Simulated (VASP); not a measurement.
# Ge3P2 (P6/mmm) in VASP: notebook

One crystal, Ge3P2, is run at these levels: PBE, RPBE+D4; tasks: relaxation of cell and atoms, relaxation of the atoms.

All numbers are computed with VASP 6.6.1; they aren't measurements. Logs are shortened: lines on timing, memory, paths and dates and some standing lists are left out, and cuts for length are marked.

## (1) The structure

The structure is hexagonal, space group P6/mmm (No. 191). Conventional cell: a = 4.328 Å, b = 4.328 Å, c = 6.576 Å, α = 90.00°, β = 90.00°, γ = 120.00°. Ge (site symmetry -6m2) is surrounded by 6 Ge at 2.50 Å. Around Ge (site symmetry 6/mmm) lie 2 P at 2.27 Å and 6 Ge at 2.50 Å. P (site symmetry 6mm) is surrounded by 1 P at 2.03 Å and 1 Ge at 2.27 Å.

The cell was built by a generator and needn't be a form met in nature.

## (2) Relaxation of cell and atoms, PBE

Input file INCAR:

```
PREC = Accurate
ENCUT = 600
EDIFF = 1E-7
ISMEAR = 0
SIGMA = 0.05
LREAL = F
LASPH = T
NELM = 80
ALGO = Normal
ISIF = 3
LWAVE = F
LCHARG = F
GGA = PE
IBRION = 2
NSW = 60
EDIFFG = -0.02
```

Input file KPOINTS:

```
regular mesh
0
Gamma
  7 7 4
```

Input file POSCAR:

```
Ge3P2
1.0
    4.3278838700      0.0000000000      0.0000000000
   -2.1639419400      3.7480573800      0.0000000000
    0.0000000000      0.0000000000      6.5758296700
Ge P
3 2
Direct
    0.3333333300      0.6666666700      0.5000000000
    0.6666666700      0.3333333300      0.5000000000
    0.0000000000      0.0000000000      0.5000000000
    0.0000000000      0.0000000000      0.1544672400
    0.0000000000      0.0000000000      0.8455327600
```

Potentials or basis: VASP PAW PBE potentials, release 64 (Ge_d, P).

The run is started by

```
$ cat potpaw_PBE.64/Ge_d/POTCAR potpaw_PBE.64/P/POTCAR > POTCAR
$ mpirun -np 1 vasp_std > vasp.out
```

OUTCAR:

```text
PREC = Accurate
   ENCUT = 600
   EDIFF = 1E-7
   ISMEAR = 0
   LREAL = F
   LASPH = T
   NELM = 80
   ISIF = 3
   GGA = PE
   IBRION = 2
   NSW = 60
   EDIFFG = -0.02

 ion  position               nearest neighbor table
   1  0.333  0.667  0.500-   2 2.50   3 2.50   2 2.50   3 2.50   3 2.50   2 2.50
   2  0.667  0.333  0.500-   1 2.50   3 2.50   1 2.50   3 2.50   3 2.50   1 2.50
   3  0.000  0.000  0.500-   4 2.27   5 2.27   1 2.50   2 2.50   2 2.50   1 2.50   2 2.50   1 2.50

   4  0.000  0.000  0.154-   5 2.03   3 2.27
   5  0.000  0.000  0.846-   4 2.03   3 2.27

  LATTYP: Found a hexagonal cell.
 ALAT       =     4.3278838700
 C/A-ratio  =     1.5194099166

  Lattice vectors:

 A1 = (   4.3278838700,   0.0000000000,   0.0000000000)
 A2 = (  -2.1639419400,   3.7480573800,   0.0000000000)
 A3 = (   0.0000000000,   0.0000000000,   6.5758296700)

Analysis of symmetry for initial positions (statically):
=====================================================================
 Subroutine PRICEL returns:
 Original cell was already a primitive cell.

 Routine SETGRP: Setting up the symmetry group for a
 hexagonal supercell.

 Subroutine GETGRP returns: Found 24 space group operations
 (whereof 24 operations were pure point group operations)
 out of a pool of 24 trial point group operations.

The static configuration has the point symmetry D_6h.

Analysis of symmetry for dynamics (positions and initial velocities):
=====================================================================
 Subroutine PRICEL returns:
 Original cell was already a primitive cell.

 Routine SETGRP: Setting up the symmetry group for a
 hexagonal supercell.

 Subroutine GETGRP returns: Found 24 space group operations
 (whereof 24 operations were pure point group operations)
 out of a pool of 24 trial point group operations.

The dynamic configuration has the point symmetry D_6h.

 Subroutine INISYM returns: Found 24 space group operations
 (whereof 24 operations are pure point group operations),
 and found     1 'primitive' translations

----------------------------------------------------------------------------------------

                                     Primitive cell

  volume of cell :     106.6676

  direct lattice vectors                    reciprocal lattice vectors
     4.327883870  0.000000000  0.000000000     0.231059804  0.133402440  0.000000000
    -2.163941940  3.748057380  0.000000000     0.000000000  0.266804880  0.000000000
     0.000000000  0.000000000  6.575829670     0.000000000  0.000000000  0.152072065

  length of vectors
     4.327883870  4.327883876  6.575829670     0.266804880  0.266804880  0.152072065

  position of ions in fractional coordinates (direct lattice)
     0.333333330  0.666666670  0.500000000
     0.666666670  0.333333330  0.500000000
     0.000000000  0.000000000  0.500000000
     0.000000000  0.000000000  0.154467240
     0.000000000  0.000000000  0.845532760

  ion indices of the primitive-cell ions
   primitive index   ion index
                 1           1
                 2           2
                 3           3
                 4           4
                 5           5

----------------------------------------------------------------------------------------

 KPOINTS: regular mesh

Automatic generation of k-mesh.
 Grid dimensions read from file:
 generate k-points for:    7    7    4

 Generating k-lattice:

  Cartesian coordinates                     Fractional coordinates (reciprocal lattice)
     0.033008543  0.019057491  0.000000000     0.142857143  0.000000000  0.000000000
     0.000000000  0.038114983  0.000000000     0.000000000  0.142857143  0.000000000
     0.000000000  0.000000000  0.038018016     0.000000000  0.000000000  0.250000000

  Length of vectors
     0.038114983  0.038114983  0.038018016

  Shift w.r.t. Gamma in fractional coordinates (k-lattice)
     0.000000000  0.000000000  0.000000000

 Subroutine IBZKPT returns following result:
 ===========================================

 Found     24 irreducible k-points:

 Following reciprocal coordinates:
            Coordinates               Weight
  0.000000  0.000000  0.000000      1.000000
  0.142857  0.000000  0.000000      6.000000
  0.285714 -0.000000  0.000000      6.000000
  0.428571  0.000000  0.000000      6.000000
  0.142857  0.142857  0.000000      6.000000
  0.285714  0.142857  0.000000     12.000000
[... 16 lines left out ...]
  0.428571  0.142857  0.500000      6.000000
  0.285714  0.285714  0.500000      6.000000
   k-points           NKPTS =     24   k-points in BZ     NKDIM =     24   number of bands    NBANDS=     31
   number of dos      NEDOS =    301   number of ions     NIONS =      5
   total plane-waves  NPLWV =  69984
   dimension x,y,z NGX =    36 NGY =   36 NGZ =   54
   dimension x,y,z NGXF=    72 NGYF=   72 NGZF=  108
   ions per type =               3   2
   NGX,Y,Z   is equivalent  to a cutoff of  13.83, 13.83, 13.65 a.u.
   NGXF,Y,Z  is equivalent  to a cutoff of  27.66, 27.66, 27.30 a.u.
 SYSTEM =  unknown system
   PREC   = accura    normal or accurate (medium, high low for compatibility)
   ISTART =      0    job   : 0-new  1-cont  2-samecut
   ICHARG =      2    charge: 1-file 2-atom 10-const
   ISPIN  =      1    spin polarized calculation?
   LNONCOLLINEAR =      F non collinear calculations
   LSORBIT =      F    spin-orbit coupling
   LASPH  =      T    aspherical Exc in radial PAW
   ENCUT  =  600.0 eV  44.10 Ry    6.64 a.u.   8.64  8.64 13.13*2*pi/ulx,y,z
   NELM   =     80;   NELMIN=  2; NELMDL= -5     # of ELM steps
   EDIFF  = 0.1E-06   stopping-criterion for ELM
   LREAL  =      F    real-space projection
   EDIFFG = -.2E-01   stopping-criterion for IOM
   NSW    =     60    number of steps for IOM
   IBRION =      2    ionic relax: 0-MD 1-quasi-New 2-CG
   NFREE  =      1    steps in history (QN), initial steepest desc. (CG)
   ISIF   =      3    stress and relaxation
   ISYM   =      2    0-nonsym 1-usesym 2-fastsym
   POTIM  = 0.5000    time-step for ionic-motion
   TEBEG  =    0.0;   TEEND  =   0.0 temperature during run
   PSTRESS=    0.0 pullay stress
   NELECT =      52.0000    total number of electrons
   NUPDOWN=      -1.0000    fix difference up-down
   EMIN   =  10.00;   EMAX   =-10.00  energy-range for DOS
   EFERMI =   0.00;   METHOD = LEGACY
   ISMEAR =     0;   SIGMA  =   0.05  broadening in eV -4-tet -1-fermi 0-gaus
   EFERMI_NEDOS =   21; number of points for ismear=-14 and -15
   IALGO  =     38    algorithm
   IMIX   =      4    mixing-type and parameters
     AMIX     =   0.40;   BMIX     =  1.00
     AMIX_MAG =   1.60;   BMIX_MAG =  1.00
  volume/ion in A,a.u.               =      21.33       143.97
  Fermi-wavevector in a.u.,A,eV,Ry     =   1.288443  2.434804 22.586826  1.660085
  Thomas-Fermi vector in A             =   2.420396
   LORBIT       =      0    0 simple, 1 ext, 2 COOP (PROOUT), +10 PAW based schemes
   GGA     = PE    functional components
   LHFCALC =     F    Hartree Fock is set to
   AEXX    =    0.0000 exact exchange contribution
   IVDW    =     0    specifies the selected vdW correction
   LEPSILON=     F    determine dielectric tensor
   LRPA    =     F    only Hartree local field effects (RPA)
 conjugate gradient relaxation of ions
 non-spin polarized calculation
 Gauss-broadening in eV      SIGMA  =   0.05
  energy-cutoff  :      600.00
  volume of cell :      106.67
 maximum number of plane-waves:      3590
 NGX is ok and might be reduce to    36
   NGX = 17   NGY = 17   NGZ = 27

--------------------------------------- Ionic step        1  -------------------------------------------

 number of electron      52.0000026 magnetization

 Free energy of the ion-electron system (eV)
  ---------------------------------------------------
  ext. energy  EPLUGINS =         0.00000000
  ---------------------------------------------------
  free energy    TOTEN  =       -18.34602151 eV

  energy without entropy =      -18.33954005  energy(sigma->0) =      -18.34278078

 E-fermi :   5.1767     XC(G=0):  -9.7197

 val. band max:        5.1719695602   @ k =   0.4286   0.0000   0.5000
 cond. band min:       5.1983114360   @ k =   0.4286   0.0000   0.5000
 fundamental gap:      0.0263418758
 Fermi energy:         5.1767271842

 k-point     1 :       0.0000    0.0000    0.0000
  band No.  band energies     occupation
      1     -20.3227      2.00000
      2     -20.2090      2.00000
      3     -20.2090      2.00000
      4     -20.1792      2.00000
      5     -20.1792      2.00000
      6     -19.9629      2.00000
[... 915 lines left out ...]
  FREE ENERGIE OF THE ION-ELECTRON SYSTEM (eV)
  ---------------------------------------------------
  free  energy   TOTEN  =       -20.5956670756 eV

  energy  without entropy=      -20.5920708629  energy(sigma->0) =      -20.59386897

[... ionic steps 4 to 10 ...]

--------------------------------------- Ionic step       11  -------------------------------------------

 number of electron      51.9999944 magnetization

------------------------ aborting loop because EDIFF is reached ----------------------------------------

  FORCE on cell =-STRESS in cart. coord.  units (eV):
  Direction    XX          YY          ZZ          XY          YZ          ZX
  --------------------------------------------------------------------------------------
  -------------------------------------------------------------------------------------
  Total        0.0622062      0.0622063     -0.0884095     -0.0000000      0.0000000      0.0000000
  in kB        0.6677780      0.6677780     -0.9490679     -0.0000000      0.0000000      0.0000000
  external PRESSURE =       0.1288294 kB  Pullay stress =       0.0000000 kB
[... 63 lines left out ...]
  energy  without entropy=      -20.6306497760  energy(sigma->0) =      -20.63402056

--------------------------------------- Ionic step       13  -------------------------------------------

 number of electron      51.9999944 magnetization

 Free energy of the ion-electron system (eV)
  ---------------------------------------------------
  ext. energy  EPLUGINS =         0.00000000
  ---------------------------------------------------
  free energy    TOTEN  =       -20.63752789 eV

  energy without entropy =      -20.63077791  energy(sigma->0) =      -20.63415290

 E-fermi :   2.3666     XC(G=0):  -8.2346

 val. band max:        2.3595118990   @ k =   0.2857   0.2857   0.2500
 cond. band min:       2.3771019733   @ k =   0.2857   0.1429   0.5000
 fundamental gap:      0.0175900743
 Fermi energy:         2.3666198752

 k-point     1 :       0.0000    0.0000    0.0000
  band No.  band energies     occupation
      1     -22.4868      2.00000
      2     -22.4315      2.00000
      3     -22.4315      2.00000
      4     -22.3731      2.00000
      5     -22.3731      2.00000
      6     -22.2997      2.00000
[... 837 lines left out ...]
  FREE ENERGIE OF THE ION-ELECTRON SYSTEM (eV)
  ---------------------------------------------------
  free  energy   TOTEN  =       -20.6375278913 eV

  energy  without entropy=      -20.6307779111  energy(sigma->0) =      -20.63415290

 reached required accuracy - stopping structural energy minimisation
```

It took 12 min on 1 thread of Intel Xeon Platinum 8488C (Sapphire Rapids), shared host; peak memory 0.29 GiB.

Results:

| Item | Value |
| --- | --- |
| Free energy | -20.6375 eV |
| Relaxed volume | 29.89 Å³/atom |
| Relaxed cell | a = 4.906 Å, b = 4.906 Å, c = 7.169 Å, α = 90.00°, β = 90.00°, γ = 120.00° |
| Space group after relaxing (to 0.05 Å) | P6/mmm (No. 191) |
| Energy gained by relaxing | 458.3 meV/atom |
| Ionic steps | 13 |
| Pressure after relaxing | 0.0 GPa |
| Largest force after relaxing | 0.008 eV/Å |
| Band gap on the k mesh | none (metal or under the smearing width) |

Forces in eV/Å, atoms in the order of the input:
```
Ge   0.000  0.000  0.000
Ge   0.000  0.000  0.000
Ge   0.000  0.000  0.000
P    0.000  0.000 -0.008
P    0.000  0.000  0.008
```

The path:
```tsv
step	energy change (eV)	largest force (eV/Å)	pressure (GPa)	volume (Å³)
1	0.0000	2.3534	19.35	106.67
2	-2.2265	0.7040	-0.01	151.24
3	-2.2496	0.3117	1.04	145.10
4	-2.2501	0.3674	0.87	145.95
5	-2.2287	1.5017	-1.39	150.44
6	-2.2725	0.5074	-0.16	147.77
7	-2.2888	0.1635	0.02	148.28
8	-2.2910	0.0110	0.15	148.54
9	-2.2911	0.0095	0.17	148.57
10	-2.2914	0.0566	0.00	149.26
11	-2.2914	0.0557	0.01	149.25
12	-2.2914	0.0603	0.03	149.71
13	-2.2915	0.0077	-0.03	149.44
```

Final structure:
```
Ge P
1.0
     4.90622    0.00000    0.00000
    -2.45311    4.24891    0.00000
     0.00000    0.00000    7.16879
Ge P
3 2
Cartesian
  0.0000 2.8326 3.5844
  2.4531 1.4163 3.5844
  0.0000 0.0000 3.5844
  0.0000 0.0000 0.9721
  0.0000 0.0000 6.1967
```

Caveat: the volume moved by over 15 % at a fixed basis, so the end points are rough.

(Part 1 of 2 ends here.)
